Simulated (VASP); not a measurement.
These are PBE GGA with D3 dispersion (Becke-Johnson damping), VASP's PBE PAW potentials (set 64) (plane waves; VASP 6.6.1) values and carry that method's errors.

Input for VASP

INCAR:
```
! general
SYSTEM   =  Ru
PREC     =  Accurate
ENCUT    =  520
LREAL    =  .FALSE.
LASPH    =  .TRUE.

! electronic loop
EDIFF    =  1E-7
NELM     =  100
ALGO     =  Normal
LMAXMIX  =  4

! smearing
ISMEAR   =  -5

! functional
GGA      =  PE
IVDW     =  12

! ions
ISIF     =  2

! output
LWAVE    =  .FALSE.
LCHARG   =  .TRUE.
LORBIT   =  11
NEDOS    =  601
```

### KPOINTS
```
Automatic mesh
0
gamma
 17 17 10
```

POSCAR:
```
Ru
1
    1.3497337740    -2.3378076271    -0.0000000000
    1.3497337740     2.3378076271    -0.0000000000
    0.0000000000     0.0000000000     4.2598108786
Ru
2
Direct
  0.3333330000   0.6666670000   0.2500000000
  0.6666670000   0.3333330000   0.7500000000
```

POTCAR, in this order: Ru_pv (PBE.64 set). Program: vasp_std.

Output of the run:

**OSZICAR**
```
       N       E                     dE             d eps       ncg     rms          rms(c)
DAV:   1     0.285539258913E+03    0.28554E+03   -0.18051E+04  7128   0.173E+03
DAV:   2    -0.131918925045E+02   -0.29873E+03   -0.29303E+03  7542   0.497E+02
DAV:   3    -0.197230373802E+02   -0.65311E+01   -0.63927E+01  7498   0.791E+01
DAV:   4    -0.197866991521E+02   -0.63662E-01   -0.63678E-01  8790   0.692E+00
DAV:   5    -0.197876224335E+02   -0.92328E-03   -0.92641E-03  7706   0.738E-01    0.182E+01
DAV:   6    -0.185471505802E+02    0.12405E+01   -0.33033E+00  7202   0.191E+01    0.493E+00
DAV:   7    -0.184588886171E+02    0.88262E-01   -0.28074E-01  7302   0.508E+00    0.113E+00
DAV:   8    -0.184504442756E+02    0.84443E-02   -0.72981E-03  7306   0.102E+00    0.165E-01
DAV:   9    -0.184504792291E+02   -0.34954E-04   -0.52232E-04  9314   0.242E-01    0.497E-02
DAV:  10    -0.184504877550E+02   -0.85258E-05   -0.17329E-05  7576   0.439E-02    0.124E-02
DAV:  11    -0.184504926563E+02   -0.49013E-05   -0.11270E-06  7886   0.103E-02    0.364E-03
DAV:  12    -0.184504920672E+02    0.58909E-06   -0.50626E-08  4060   0.233E-03    0.647E-04
DAV:  13    -0.184504919546E+02    0.11259E-06   -0.84896E-09  3654   0.824E-04    0.460E-04
DAV:  14    -0.184504919480E+02    0.66398E-08   -0.32697E-09  3628   0.540E-04
   1 F= -.19711772E+02 E0= -.19711772E+02  d E =0.000000E+00
```

OUTCAR:
```
------------------------ aborting loop because EDIFF is reached ----------------------------------------
 Edisp (eV)   -1.26128
  FORCE on cell =-STRESS in cart. coord.  units (eV):
  Direction    XX          YY          ZZ          XY          YZ          ZX
  --------------------------------------------------------------------------------------
  Total      -0.01251    -0.01251     0.02623     0.00000    -0.00000     0.00000
  in kB      -0.74563    -0.74563     1.56355     0.00000    -0.00000     0.00000
  external pressure =        0.02 kB  Pullay stress =        0.00 kB
  volume of cell :       26.88
      direct lattice vectors                 reciprocal lattice vectors
     1.349733774 -2.337807627  0.000000000     0.370443423 -0.213875596  0.000000000
     1.349733774  2.337807627  0.000000000     0.370443423  0.213875596  0.000000000
     0.000000000  0.000000000  4.259810879     0.000000000  0.000000000  0.234752206
 POSITION                                       TOTAL-FORCE (eV/Angst)
 -----------------------------------------------------------------------------------
      1.34973      0.77927      1.06495        -0.000000     -0.000000      0.000000
      1.34973     -0.77927      3.19486         0.000000      0.000000      0.000000
 -----------------------------------------------------------------------------------
    total drift:                                0.000013      0.000504     -0.000046
  FREE ENERGIE OF THE ION-ELECTRON SYSTEM (eV)
  ---------------------------------------------------
  free  energy   TOTEN  =       -19.7117721465 eV

  energy  without entropy=      -19.7117721465  energy(sigma->0) =      -19.71177215

 total charge

# of ion       s       p       d       tot
------------------------------------------
    1        0.410   6.321   5.960  12.691
    2        0.410   6.321   5.960  12.691
--------------------------------------------------
tot          0.821  12.642  11.919  25.382
```
(Selected blocks of OUTCAR.)

**OUTCAR**
```
 val. band max:       13.1065639010   @ k =   0.0588  -0.0000   0.0000

 cond. band min:      13.0022653849   @ k =   0.1765   0.0000   0.4000


 Fermi energy:        13.0279910982

 k-point     1 :       0.0000    0.0000    0.0000
  band No.  band energies     occupation
      1     -30.6734      2.00000
      2     -29.7133      2.00000
      3     -29.7133      2.00000
      4     -29.5354      2.00000
      5     -29.5354      2.00000
      6     -29.4853      2.00000
      7       4.9746      2.00000
      8       6.7390      2.00000
      9      10.3799      2.00000
     10      10.3799      2.00000
     11      10.5912      2.00000
     12      11.0784      2.00000
     13      11.0784      2.00000
     14      11.5887      2.00000
     15      11.5887      2.00000
     16      14.2188     -0.24592
     17      14.2189      0.00000
     18      14.3637      0.00000

 k-point     2 :       0.0588   -0.0000    0.0000
  band No.  band energies     occupation
      1     -30.6612      2.00000
      2     -29.7392      2.00000
      3     -29.7222      2.00000
      4     -29.5625      2.00000
      5     -29.5388      2.00000
      6     -29.4911      2.00000
      7       5.1047      2.00000
      8       6.8385      2.00000
      9      10.1198      2.00000
     10      10.4852      2.00000
     11      10.8190      2.00000
     12      11.0217      2.00000
     13      11.1753      2.00000
     14      11.4619      2.00000
     15      11.5076      2.00000
     16      13.1066      1.07344
     17      14.2702      0.00000
     18      15.6509      0.00000

 k-point     3 :       0.1176    0.0000    0.0000
  band No.  band energies     occupation
      1     -30.6254      2.00000
      2     -29.8133      2.00000
      3     -29.7469      2.00000
      4     -29.6392      2.00000
      5     -29.5491      2.00000
      6     -29.5083      2.00000
      7       5.4785      2.00000
      8       7.1073      2.00000
      9       9.7454      2.00000
...
```

For a metal the tetrahedron method with Blöchl corrections gives inexact stress and forces.

The compound is Ru in the hcp structure. It was relaxed first.
